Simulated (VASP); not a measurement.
An input for Ansatz (written as the equivalent of a VASP run, and not itself run):

Ansatz 0.2 input:
```yaml
crystal:
  lattice:
    - [3.7334620, 0.0000000, 0.0000000]
    - [-1.8667310, 3.2332730, 0.0000000]
    - [0.0000000, 0.0000000, 6.1099480]
  atoms:
    - { symbol: Zr, position: [0.0000000, 0.0000000, 0.0000000] }
    - { symbol: S, position: [0.6666670, 0.3333330, 0.7620900] }
    - { symbol: S, position: [0.3333330, 0.6666670, 0.2379100] }
kpoints:
  mp_grid: { grid: [4, 4, 4] }
hamiltonian:
  xc: pbe
  pseudopotentials: { kind: paw }
scf:
  occupations: { method: fermi_dirac, width: 0.136 }
  max_iter: 100
output: { forces: true, stress: true, eigenvalues: true }
```

Task: Write the VASP files for the same calculation (PBE).

Result: One answer among several that fit: 
File POSCAR:
```
ZrS2
1
    3.7334620000     0.0000000000     0.0000000000
   -1.8667310000     3.2332730000     0.0000000000
    0.0000000000     0.0000000000     6.1099480000
Zr S
1 2
Direct
  0.0000000000   0.0000000000   0.0000000000
  0.6666670000   0.3333330000   0.7620900000
  0.3333330000   0.6666670000   0.2379100000
```

KPOINTS:
```
Automatic mesh
0
Gamma
4 4 4
0 0 0
```

INCAR:
```
SYSTEM=ZrS2
PREC=Accurate; ENCUT=210; LREAL=.False.
LASPH=.True.
EDIFF=1E-6; NELM=100; ALGO=Normal
LMAXMIX=4
ISMEAR=-1; SIGMA=0.136
GGA=PE
ISIF=2
LWAVE=.False.; LCHARG=.False.
```

POTCAR, in this order: Zr_sv S (PBE.64 set). Program: vasp_std.

The two are equivalent in intent, not identical: each code has its own PAW files, so the cut-off isn't converted (ENCUT is set for VASP's; basis.ecutwfc is left out, and Ansatz then takes the one that its files recommend); Ansatz stops its SCF on the density residual and VASP on the energy change (EDIFF).

The structure comes from a computed database's ZrS2 entry; how it stands against other phases isn't given here. The cell was not relaxed at this level. The k-mesh is coarse (spacing up to 0.49 per Å, 2π included), so the numbers may not be converged in it. The run is one of a series of settings (ENCUT = 210, ISMEAR = -1, SIGMA = 0.136, KPOINTS 4×4×4 Γ-centred mesh against the base run), some of them coarse on purpose.
